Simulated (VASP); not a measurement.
A run of VASP 6.6.1 is set up as follows.

Contents of INCAR:

```
SYSTEM = Zn
PREC = Accurate
ENCUT = 600
EDIFF = 1E-6
ISMEAR = 1
SIGMA = 0.1
LREAL = .False.
LASPH = .True.
NELM = 80
ALGO = Normal
ISIF = 3
LWAVE = .False.
LCHARG = .False.
GGA = PS
IBRION = 2
NSW = 90
EDIFFG = -0.01
```

Contents of KPOINTS:

```
Automatic mesh
0
Gamma
  18 18 8
  0 0 0
```

POSCAR

```
Zn
1.0
    2.6700000000      0.0000000000      0.0000000000
   -1.3350000000      2.3122878281      0.0000000000
    0.0000000000      0.0000000000      4.9660000000
Zn
2
Direct
    0.3333333333      0.6666666667      0.2500000000
    0.6666666667      0.3333333333      0.7500000000
```

Potentials or basis: VASP PAW PBE potentials, release 64 (Zn).

Run with:

```sh
$ cat potpaw_PBE.64/Zn/POTCAR > POTCAR
$ mpirun -np 1 vasp_std > vasp.out
```

Q: What does it give for the relaxed cell?

A: a = 2.600 Å, b = 2.600 Å, c = 4.876 Å, α = 90.00°, β = 90.00°, γ = 120.00°.

Q: What does it give for the relaxed volume?

A: 14.27 Å³/atom.

Q: Predict the band gap on the k mesh.

A: None (metal or under the smearing width).

Final structure:
```yaml
crystal:
  lattice:
    - [2.59996, 0.00000, 0.00000]
    - [-1.29998, 2.25164, 0.00000]
    - [0.00000, 0.00000, 4.87630]
  atoms:
    - { symbol: Zn, position: [0.33333, 0.66667, 0.25000] }
    - { symbol: Zn, position: [0.66667, 0.33333, 0.75000] }
```

Caveat: the PAW data sets were made with another functional, which shifts forces and pressure a little.
